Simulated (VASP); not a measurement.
A convergence study with VASP on W (bcc): a few settings are varied, all else stays as given below, so the limit is that of these other settings. The cell's lengths are 1 % over those of the tabulated start, so it is off equilibrium.

```xyz
1
Lattice="-1.5958 1.5958 1.5958 1.5958 -1.5958 1.5958 1.5958 1.5958 -1.5958" Properties=species:S:1:pos:R:3 pbc="T T T"
W      0.0000     0.0000     0.0000
```

Computed with PBE GGA, VASP's PBE PAW potentials (set 64) (plane waves; VASP 6.6.1). The last row used: 550 eV cut-off, 14×14×14 Γ-centred mesh, first-order Methfessel-Paxton smearing of 0.10 eV, potentials W_sv.

```tsv
setting	E (eV/atom)	pressure (GPa)	electronic steps
ALGO = Normal, EDIFF = 1E-2	-12.9470	-2.31	8
ALGO = Normal, EDIFF = 1E-3	-12.9470	-2.07	9
ALGO = Normal, EDIFF = 1E-4	-12.9470	-2.07	9
ALGO = Normal, EDIFF = 1E-5	-12.9470	-1.20	10
ALGO = Normal, EDIFF = 1E-6	-12.9470	-1.23	11
ALGO = Normal, EDIFF = 1E-7	-12.9470	-1.23	13
ALGO = Normal, EDIFF = 1E-8	-12.9470	-1.23	13
ALGO = Normal, EDIFF = 1E-9	-12.9470	-1.23	15
ALGO = Fast, EDIFF = 1E-2	-12.9469	-4.74	8
ALGO = Fast, EDIFF = 1E-3	-12.9470	-0.95	9
ALGO = Fast, EDIFF = 1E-4	-12.9470	-2.04	10
ALGO = Fast, EDIFF = 1E-5	-12.9470	-1.04	11
ALGO = Fast, EDIFF = 1E-6	-12.9470	-1.22	13
ALGO = Fast, EDIFF = 1E-7	-12.9470	-1.21	15
ALGO = Fast, EDIFF = 1E-8	-12.9470	-1.21	16
ALGO = Fast, EDIFF = 1E-9	-12.9470	-1.23	19
ALGO = All, EDIFF = 1E-2	-12.9455	-1.76	10
ALGO = All, EDIFF = 1E-3	-12.9470	-1.30	12
ALGO = All, EDIFF = 1E-4	-12.9470	-1.16	13
ALGO = All, EDIFF = 1E-5	-12.9470	-1.19	14
ALGO = All, EDIFF = 1E-6	-12.9470	-1.22	16
ALGO = All, EDIFF = 1E-7	-12.9470	-1.23	17
ALGO = All, EDIFF = 1E-8	-12.9470	-1.23	19
ALGO = All, EDIFF = 1E-9	-12.9470	-1.23	22
```

Left out are rungs that failed or repeat a setting and relaxations that didn't move; long series are thinned to 24 rows.

The compound is W in the bcc structure. The cell was not relaxed at this level.
